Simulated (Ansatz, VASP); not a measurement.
**Sb2Se3 (Antimonselite) in two plane-wave programs**

Wanted: the spread between two codes on one cell, functional and k mesh. The cell is taken from a series of runs on this material, whose earlier steps may have relaxed, scaled, displaced or heated it; both programs get it as it stands.

Program: Ansatz 0.2.0. Level of theory: plane waves, with VASP 6.6.1 beside it; relaxation of cell and atoms at PBEsol. Results are calculated unless marked as measured.

### Step 1. The starting structure

It takes space group Pnma (No. 62, orthorhombic). The conventional cell has a = 11.823 Å, b = 3.978 Å, c = 11.302 Å, α = 90.00°, β = 90.00°, γ = 90.00°. Sb has 6 Se at 2.71 to 3.11 Å nearest. Sb has 5 Se at 2.62 to 3.00 Å nearest. Nearest to Se lie 5 Sb at 2.62 to 3.11 Å. Nearest to Se lie 3 Sb at 2.71 to 3.11 Å. Nearest to Se lie 3 Sb at 2.71 to 2.78 Å. Farther neighbours and most contacts between anions are not listed.

### Step 2. VASP: relaxation of cell and atoms, PBEsol

The relaxed volume is the usual yardstick between codes: in a stiff, nearly cubic crystal its relative difference is about their pressure difference at one cell divided by the bulk modulus.

Lines of VASP's logs that name or quote its potential files are left out, and so is its time.

The input, INCAR:

```
SYSTEM = Sb2Se3
PREC = Accurate
ENCUT = 500
EDIFF = 1E-07
NELM = 120
ISMEAR = 0
SIGMA = 0.01
LREAL = .FALSE.
ALGO = Normal
GGA = PS
NBANDS = 76
LORBIT = 11
LWAVE = .FALSE.
LCHARG = .FALSE.
ISIF = 3
IBRION = 2
NSW = 80
EDIFFG = -0.005
LASPH = .TRUE.
GGA_COMPAT = .FALSE.
NELMIN = 4
EFERMI = MIDGAP
KPAR = 4
```

The input, POSCAR:

```
Sb2Se3
1.0
   11.8232550000      0.0000000000      0.0000000000
    0.0000000000      3.9775060000      0.0000000000
    0.0000000000      0.0000000000     11.3023000000
Sb Se
8 12
Direct
    0.0239558396      0.2499998743      0.3290182529
    0.9760441604      0.7499998743      0.6709817471
    0.4760442027      0.7499998743      0.8290182529
    0.5239558819      0.2499998743      0.1709817471
    0.1494081791      0.7499998743      0.0377868222
    0.8505919055      0.2499998743      0.9622131778
    0.3505918632      0.2499998743      0.5377868222
    0.6494081368      0.7499998743      0.4622131778
    0.0529335619      0.2499998743      0.8670353822
    0.9470665227      0.7499998743      0.1329646178
    0.4470664804      0.7499998743      0.3670353822
    0.5529335196      0.2499998743      0.6329646178
    0.1294884531      0.7499998743      0.4479915592
    0.8705115469      0.2499998743      0.5520084408
    0.3705115047      0.2499998743      0.9479915592
    0.6294884953      0.7499998743      0.0520084408
    0.2143989959      0.2499998743      0.1962374915
    0.7856010887      0.7499998743      0.8037625085
    0.2856010464      0.7499998743      0.6962374915
    0.7143989536      0.2499998743      0.3037625085
```

The input, KPOINTS:

```
Automatic mesh
0
Gamma
2 8 2
0 0 0
```

Potentials, in the order of the species: Sb and Se (PBE family, release 64).

Command:

```bash
$ mpirun -np 4 vasp_std
```

Numbers of over 12 decimals in the logs are rounded to 6 here.

Output:

```text
[banner, memory and clock lines left out]
running    4 mpi-ranks, on    1 nodes
 distrk:  each k-point on    1 cores,    4 groups
 distr:  one band on    1 cores,    1 groups

 POSCAR found type information on POSCAR SbSe
 POSCAR found :  2 types and      20 ions
|                                                                             |
|               ----> ADVICE to this user running VASP <----                  |
|                                                                             |
|     You have a (more or less) 'large supercell' and for larger cells it     |
|     might be more efficient to use real-space projection operators.         |
|     Therefore, try LREAL= Auto in the INCAR file.                           |
|     Mind: For very accurate calculation, you might also keep the            |
|     reciprocal projection scheme (i.e. LREAL=.FALSE.).                      |
|                                                                             |

|                                                                             |
|               ----> ADVICE to this user running VASP <----                  |
|                                                                             |
|     You enforced a specific xc type in the INCAR file but a different       |
|     [... a line on the potential file left out ...]
|     I HOPE YOU KNOW WHAT YOU ARE DOING!                                     |
|                                                                             |

 LDA part: xc-table for (Slater+PW92), standard interpolation
 POSCAR, INCAR and KPOINTS ok, starting setup
 FFT: planning ... GRIDC
 FFT: planning ... GRID_SOFT
 FFT: planning ... GRID
 WAVECAR not read
 entering main loop
       N       E                     dE             d eps       ncg     rms          rms(c)
DAV:   1     0.654122939780E+03    0.65412E+03   -0.40670E+04  3040   0.119E+03
DAV:   2    -0.133835509792E+02   -0.66751E+03   -0.63553E+03  3668   0.201E+02
DAV:   3    -0.879252130358E+02   -0.74542E+02   -0.72671E+02  3716   0.735E+01
DAV:   4    -0.899094642877E+02   -0.19843E+01   -0.19594E+01  3744   0.123E+01
DAV:   5    -0.899610875832E+02   -0.51623E-01   -0.51499E-01  3872   0.190E+00    0.121E+01
DAV:   6    -0.879192080913E+02    0.20419E+01   -0.34293E+00  3400   0.492E+00    0.799E+00
DAV:   7    -0.878724114037E+02    0.46797E-01   -0.11941E+00  3576   0.257E+00    0.241E+00
DAV:   8    -0.878539266475E+02    0.18485E-01   -0.69755E-02  3600   0.808E-01    0.103E+00
DAV:   9    -0.878534717900E+02    0.45486E-03   -0.13345E-02  3632   0.385E-01    0.196E-01
DAV:  10    -0.878536007937E+02   -0.12900E-03   -0.14752E-03  3648   0.125E-01    0.865E-02
DAV:  11    -0.878537104809E+02   -0.10969E-03   -0.22108E-04  3912   0.445E-02    0.418E-02
DAV:  12    -0.878537519029E+02   -0.41422E-04   -0.49591E-05  3448   0.223E-02    0.146E-02
DAV:  13    -0.878537675098E+02   -0.15607E-04   -0.18985E-05  3452   0.131E-02    0.886E-03
DAV:  14    -0.878537690013E+02   -0.14915E-05   -0.14096E-06  3776   0.345E-03    0.328E-03
DAV:  15    -0.878537695395E+02   -0.53825E-06   -0.74411E-07  3364   0.238E-03    0.104E-03
DAV:  16    -0.878537695629E+02   -0.23380E-07   -0.64667E-08  2144   0.726E-04
   1 F= -.87853770E+02 E0= -.87853770E+02  d E =-.878538E+02
[... from here on, the cycles between the ionic steps are left out ...]
   2 F= -.87854354E+02 E0= -.87854354E+02  d E =-.584214E-03
   4 F= -.87855024E+02 E0= -.87855024E+02  d E =-.291759E-03
   5 F= -.87855378E+02 E0= -.87855378E+02  d E =-.645987E-03
   6 F= -.87855466E+02 E0= -.87855466E+02  d E =-.878602E-04
   7 F= -.87855487E+02 E0= -.87855487E+02  d E =-.109099E-03
   8 F= -.87855534E+02 E0= -.87855534E+02  d E =-.470569E-04
   9 F= -.87855535E+02 E0= -.87855535E+02  d E =-.473211E-04
  10 F= -.87855579E+02 E0= -.87855579E+02  d E =-.442497E-04
  11 F= -.87855568E+02 E0= -.87855568E+02  d E =-.333982E-04
  12 F= -.87855583E+02 E0= -.87855583E+02  d E =-.483915E-04
  13 F= -.87855633E+02 E0= -.87855633E+02  d E =-.496244E-04
 trial-energy change:   -0.000050  1 .order   -0.000049   -0.000063   -0.000034
 step:   2.4776(harm=  2.8688)  dis= 0.00184  next Energy=   -87.855648 (dE=-0.647E-04)
 bond charge predicted
       N       E                     dE             d eps       ncg     rms          rms(c)
DAV:   1    -0.878556481459E+02   -0.15404E-04   -0.42817E-03  3052   0.180E-01    0.269E-02
DAV:   2    -0.878556578890E+02   -0.97431E-05   -0.26027E-04  3576   0.430E-02    0.140E-02
DAV:   3    -0.878556549832E+02    0.29058E-05   -0.81773E-06  3720   0.824E-03    0.879E-03
DAV:   4    -0.878556530495E+02    0.19337E-05   -0.34269E-06  3392   0.515E-03    0.304E-03
DAV:   5    -0.878556529731E+02    0.76336E-07   -0.76118E-07  3600   0.252E-03
  14 F= -.87855653E+02 E0= -.87855653E+02  d E =-.698649E-04
 curvature:  -4.23 expect dE=-0.318E-04 dE for cont linesearch -0.139E-05
 trial: gam= 0.02956 g(F)=  0.562E-05 g(S)=  0.191E-05 ort = 0.701E-05 (trialstep = 0.156E+01)
 search vector abs. value=  0.807E-05
 reached required accuracy - stopping structural energy minimisation
```

From OUTCAR (step 2):

```text
ion  position               nearest neighbor table
   1  0.024  0.250  0.329-  13 2.71  13 2.71  17 2.71  14 3.11  10 3.11  10 3.11
   2  0.976  0.750  0.671-  14 2.71  14 2.71  18 2.71  13 3.11   9 3.11   9 3.11
   3  0.476  0.750  0.829-  15 2.71  15 2.71  19 2.71  16 3.11  12 3.11  12 3.11
   4  0.524  0.250  0.171-  16 2.71  16 2.71  20 2.71  15 3.11  11 3.11  11 3.11
   5  0.149  0.750  0.038-  10 2.62  17 2.78  17 2.78   9 3.00   9 3.00
   6  0.851  0.250  0.962-   9 2.62  18 2.78  18 2.78  10 3.00  10 3.00
   7  0.351  0.250  0.538-  12 2.62  19 2.78  19 2.78  11 3.00  11 3.00
   8  0.649  0.750  0.462-  11 2.62  20 2.78  20 2.78  12 3.00  12 3.00
   9  0.053  0.250  0.867-   6 2.62   5 3.00   5 3.00   2 3.11   2 3.11
  10  0.947  0.750  0.133-   5 2.62   6 3.00   6 3.00   1 3.11   1 3.11
  11  0.447  0.750  0.367-   8 2.62   7 3.00   7 3.00   4 3.11   4 3.11
  12  0.553  0.250  0.633-   7 2.62   8 3.00   8 3.00   3 3.11   3 3.11
  13  0.129  0.750  0.448-   1 2.71   1 2.71   2 3.11
  14  0.871  0.250  0.552-   2 2.71   2 2.71   1 3.11
  15  0.371  0.250  0.948-   3 2.71   3 2.71   4 3.11
  16  0.629  0.750  0.052-   4 2.71   4 2.71   3 3.11
  17  0.214  0.250  0.196-   1 2.71   5 2.78   5 2.78
  18  0.786  0.750  0.804-   2 2.71   6 2.78   6 2.78
  19  0.286  0.750  0.696-   3 2.71   7 2.78   7 2.78
  20  0.714  0.250  0.304-   4 2.71   8 2.78   8 2.78

  LATTYP: Found a simple orthorhombic cell.
 ALAT       =     3.9775060000
 B/A-ratio  =     2.8415544816
 C/A-ratio  =     2.9725297712

 Subroutine GETGRP returns: Found  8 space group operations
 (whereof  2 operations were pure point group operations)

The static configuration has the point symmetry S_2 .
 The point group associated with its full space group is D_2h.

 Found     20 irreducible k-points:

   k-points           NKPTS =     20   k-points in BZ     NKDIM =     20   number of bands    NBANDS=     76

   dimension x,y,z NGX =    90 NGY =   30 NGZ =   84
   dimension x,y,z NGXF=   180 NGYF=   60 NGZF=  168

   ENCUT  =  500.0 eV  36.75 Ry    6.06 a.u.  21.56  7.25 20.61*2*pi/ulx,y,z

   NELECT =     112.0000    total number of electrons

 k-points in reciprocal lattice and weights: Automatic mesh
   0.00000000  0.00000000  0.00000000       0.031
   0.50000000  0.00000000  0.00000000       0.031
   0.00000000  0.12500000  0.00000000       0.062
   0.50000000  0.12500000  0.00000000       0.062
   0.00000000  0.25000000  0.00000000       0.062
   0.50000000  0.25000000  0.00000000       0.062
   0.00000000  0.37500000  0.00000000       0.062
   0.50000000  0.37500000  0.00000000       0.062
   0.00000000  0.50000000  0.00000000       0.031
[...]
0.00000000  0.50000000  0.50000000       0.031
   0.50000000  0.50000000  0.50000000       0.031

 average (electrostatic) potential at core
       1 -87.9807       2 -87.9807       3 -87.9807       4 -87.9807       5 -87.9793
       6 -87.9793       7 -87.9793       8 -87.9793       9 -53.0451      10 -53.0451
      11 -53.0451      12 -53.0451      13 -52.9820      14 -52.9820      15 -52.9820
      16 -52.9820      17 -53.0763      18 -53.0763      19 -53.0763      20 -53.0763

 E-fermi :   5.2228

 k-point     1 :       0.0000    0.0000    0.0000
  band No.  band energies     occupation
    ...
     52       4.1239      2.00000
     53       4.3418      2.00000
     54       4.6280      2.00000
     55       4.6542      2.00000
     56       4.6767      2.00000
     57       5.7650      0.00000
     58       5.8861      0.00000
     59       6.0139      0.00000
     60       6.2282      0.00000
     61       6.5305      0.00000
    ...

 k-point     2 :       0.5000    0.0000    0.0000
  band No.  band energies     occupation
    ...
     52       4.1521      2.00000
     53       4.4976      2.00000
     54       4.4976      2.00000
     55       4.7938      2.00000
     56       4.7938      2.00000
     57       5.8129      0.00000
     58       5.8129      0.00000
     59       6.0363      0.00000
     60       6.0363      0.00000
     61       6.5393      0.00000
    ...

 k-point     3 :       0.0000    0.1250    0.0000
  band No.  band energies     occupation
    ...
     52       4.2041      2.00000
     53       4.3693      2.00000
     54       4.5044      2.00000
     55       4.6183      2.00000
     56       4.6694      2.00000
     57       5.6518      0.00000
     58       6.1167      0.00000
     59       6.1279      0.00000
     60       6.4920      0.00000
     61       6.6877      0.00000
    ...

  Total       -0.0067286     -0.0248915      0.0111869      0.0000000     -0.0000000      0.0000000
  in kB       -0.0203035     -0.0751100      0.0337565      0.0000000     -0.0000000      0.0000000
  external PRESSURE =      -0.0205523 kB  Pullay stress =       0.0000000 kB

  energy-cutoff  :      500.00
  volume of cell :      530.96
      direct lattice vectors                 reciprocal lattice vectors
    11.800064429  0.000000000  0.000000000     0.084745300  0.000000000  0.000000000
     0.000000000  3.979534688 -0.000000000     0.000000000  0.251285660  0.000000000
     0.000000000 -0.000000000 11.307013392     0.000000000  0.000000000  0.088440684

 POSITION                                       TOTAL-FORCE (eV/Angst)
 -----------------------------------------------------------------------------------
      0.27675      0.99488      3.71792         0.000400      0.000000     -0.003376
     11.52332      2.98465      7.58910        -0.000400     -0.000000      0.003376
      5.62328      2.98465      9.37142        -0.000400      0.000000     -0.003376
      6.17678      0.99488      1.93559         0.000400      0.000000      0.003376
      1.77299      2.98465      0.42079         0.001359      0.000000     -0.000965
     10.02708      0.99488     10.88622        -0.001359     -0.000000      0.000965
      4.12704      0.99488      6.07430        -0.001359      0.000000     -0.000965
      7.67302      2.98465      5.23272         0.001359      0.000000      0.000965
      0.62564      0.99488      9.80629         0.001516      0.000000     -0.000644
     11.17442      2.98465      1.50072        -0.001516      0.000000      0.000644
      5.27439      2.98465      4.15279        -0.001516      0.000000     -0.000644
      6.52568      0.99488      7.15423         0.001516      0.000000      0.000644
      1.52850      2.98465      5.06795        -0.000544      0.000000     -0.001597
     10.27156      0.99488      6.23906         0.000544      0.000000      0.001597
      4.37153      0.99488     10.72146         0.000544      0.000000     -0.001597
      7.42853      2.98465      0.58556        -0.000544      0.000000      0.001597
      2.53457      0.99488      2.21743        -0.002812     -0.000000      0.001158
      9.26550      2.98465      9.08958         0.002812     -0.000000     -0.001158
      3.36546      2.98465      7.87094         0.002812      0.000000      0.001158
      8.43460      0.99488      3.43608        -0.002812      0.000000     -0.001158
 -----------------------------------------------------------------------------------
    total drift:                                0.001242      0.001449     -0.000505

  FREE ENERGIE OF THE ION-ELECTRON SYSTEM (eV)
  ---------------------------------------------------
  free  energy   TOTEN  =       -87.8556529731 eV

  energy  without entropy=      -87.8556529731  energy(sigma->0) =      -87.85565297

 reached required accuracy - stopping structural energy minimisation

 total charge
# of ion       s       p       d       tot
------------------------------------------
    1        1.297   0.931   0.061   2.289
    2        1.297   0.931   0.061   2.289
    3        1.297   0.931   0.061   2.289
    4        1.297   0.931   0.061   2.289
    5        1.293   0.936   0.061   2.291
    6        1.293   0.936   0.061   2.291
    7        1.293   0.936   0.061   2.291
    8        1.293   0.936   0.061   2.291
    9        1.485   2.277   0.031   3.793
   10        1.485   2.277   0.031   3.793
   11        1.485   2.277   0.031   3.793
   12        1.485   2.277   0.031   3.793
   13        1.486   2.276   0.028   3.790
   14        1.486   2.276   0.028   3.790
   15        1.486   2.276   0.028   3.790
   16        1.486   2.276   0.028   3.790
   17        1.490   2.267   0.031   3.787
   18        1.490   2.267   0.031   3.787
   19        1.490   2.267   0.031   3.787
   20        1.490   2.267   0.031   3.787
--------------------------------------------------
tot         28.205  34.747   0.848  63.800

[... 3 further parts left out ...]
```

[end of part 1 of 2]

[Lines on the potential files, build, host, timing and source positions are cut from VASP's logs without a mark.]

[Logs are printed without paths, hosts, clocks, repeated set-up lines and the standing remarks that a program may print on its own settings, such as how far it seeks lower states.]

[Hosts, paths, dates, database ids (printed as entryN), source tags and the programs' standing remarks are cut or masked in the printed files.]
